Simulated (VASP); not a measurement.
## InAgTe2 (space group I-42d): computed properties

Method: PBEsol GGA, VASP's PBE PAW potentials (set 64) (plane waves; VASP).

| Property | Result |
|---|---|
| space group | I-42d (122) |
| cell | a = 6.438 Å, b = 6.438 Å, c = 12.725 Å, α = 90.00°, β = 90.00°, γ = 90.00° |
| volume per atom | 32.97 Å³/atom |
| band gap (over mesh and band path) | 0.08 eV |
| smallest direct gap (over mesh and band path) | 0.08 eV |
| band-edge character | direct, Γ to Γ |
| density | 6.02 g/cm³ |

Space group I-42d (No. 122); a = b = 6.4383 Å, c = 12.7254 Å, α = β = γ = 90.00°

```
atom  site  symmetry       x       y       z
----  ----  --------  ------  ------  ------
In      4b      -4..  0.0000  0.0000  0.5000
Ag      4a      -4..  0.0000  0.0000  0.0000
Te      8d       .2.  0.2413  0.2500  0.1250
```
(The calculation used a cell of 8 atoms; values per cell refer to that cell.)

Unless said otherwise, spin-orbit coupling is left out, though it shifts the bands of the heavy elements here.

The structure comes from a computed database's InAgTe2 entry (I-42d); how it stands against other phases isn't given here. It was relaxed first. Symmetry was kept, so distortions that lower it aren't found.
